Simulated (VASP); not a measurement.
```
CELL_PARAMETERS angstrom
      1.50902    -2.61370     0.00000
      1.50902     2.61370     0.00000
      0.00000     0.00000     3.18648
ATOMIC_POSITIONS crystal
  Ti 0.00000 0.00000 0.00000
  B  0.33333 0.66667 0.50000
  B  0.66667 0.33333 0.50000
```

Computed with PBEsol GGA, VASP's PBE PAW potentials (set 64) (plane waves; VASP). Run with 620 eV cut-off, 12×12×10 Γ-centred mesh, first-order Methfessel-Paxton smearing of 0.10 eV, potentials Ti_sv B.

### Question
The ions, cell shape and volume at an external pressure of 5.0 GPa are relaxed. Predict the relaxed structure.

### Answer

```
CELL_PARAMETERS angstrom
      1.50139    -2.60049     0.00000
      1.50139     2.60049     0.00000
      0.00000     0.00000     3.16146
ATOMIC_POSITIONS crystal
  Ti 0.00000 0.00000 0.00000
  B  0.33333 0.66667 0.50000
  B  0.66667 0.33333 0.50000
```
Space group P6/mmm (191), at a tolerance of 0.03 Å.

### Question
How do energy and volume change from the first to the last step?

### Answer
The energy (σ→0) changes by +2.3 meV/atom and the volume by -1.8 %, in 4 ionic steps.

The compound is TiB2 in the AlB2 type structure. This run relaxes it under an external pressure of 5 GPa. Symmetry was kept, so distortions that lower it aren't found.
